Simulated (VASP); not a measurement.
Computed with PBEsol GGA, VASP's PBE PAW potentials (set 64) (plane waves; VASP 6.6.1).

The input files of a VASP run:

POSCAR:
```
SiO2
1.0
  2.4764094360  -4.2892670812   0.0000000000
  2.4764094360   4.2892670812   0.0000000000
  0.0000000000   0.0000000000   5.4444296036
Si O
3 6
Cartesian
  1.1637266596   2.0156337559   1.8148080531
  2.6253655527  -0.0000000000   0.0000000000
  1.1637266596  -2.0156337559   3.6296215505
  1.6835139134   0.6234016847   1.1680186617
  3.5711802344   1.1462650143   4.7976402123
  2.1745341602  -2.5196003822   2.4615974444
  3.5711802344  -1.1462650143   0.6467893913
  1.6835139134  -0.6234016847   4.2764109419
  2.1745341602   2.5196003822   2.9828321592
```

File KPOINTS:
```
Automatic
0
Gamma
5 5 4
```

### INCAR
```
ISIF=3   ! ions, shape and volume
NELM=100
EDIFF=1E-6
LCHARG=.False.
GGA=PS   ! PBEsol
ALGO=Normal   ! blocked Davidson
NSW=40
ISMEAR=0   ! Gaussian
LWAVE=.False.
SYSTEM=SiO2
LREAL=.False.   ! projection in real space or not
LASPH=.True.
ENCUT=620
SIGMA=0.05
IBRION=2   ! conjugate gradients
PREC=Accurate
EDIFFG=-0.02   ! ionic stop
```

POTCAR, in this order: Si O (PBE.64 set). Program: vasp_std.

Q: What does the run give for the energy per atom (σ→0)?

A: 
```json
{
 "energy per atom (σ→0)": "-793.7 kJ/mol of atoms"
}
```

OSZICAR:
```
...
DAV:   8    -0.740290611025E+02    0.28598E-01   -0.42779E-02  1136   0.178E+00    0.145E+00
DAV:   9    -0.740344517764E+02   -0.53907E-02   -0.15382E-02  1136   0.107E+00    0.348E-01
DAV:  10    -0.740361694749E+02   -0.17177E-02   -0.42566E-03  1141   0.378E-01    0.977E-02
DAV:  11    -0.740360617743E+02    0.10770E-03   -0.14792E-03  1156   0.230E-01    0.219E-02
DAV:  12    -0.740360665032E+02   -0.47289E-05   -0.48859E-05  1146   0.458E-02    0.148E-02
DAV:  13    -0.740360705412E+02   -0.40380E-05   -0.16467E-05  1146   0.229E-02    0.356E-03
DAV:  14    -0.740360709380E+02   -0.39680E-06   -0.63937E-07   743   0.527E-03
   1 F= -.74036071E+02 E0= -.74036071E+02  d E =-.740361E+02
```

The compound is SiO2 in the quartz structure. It was relaxed first.
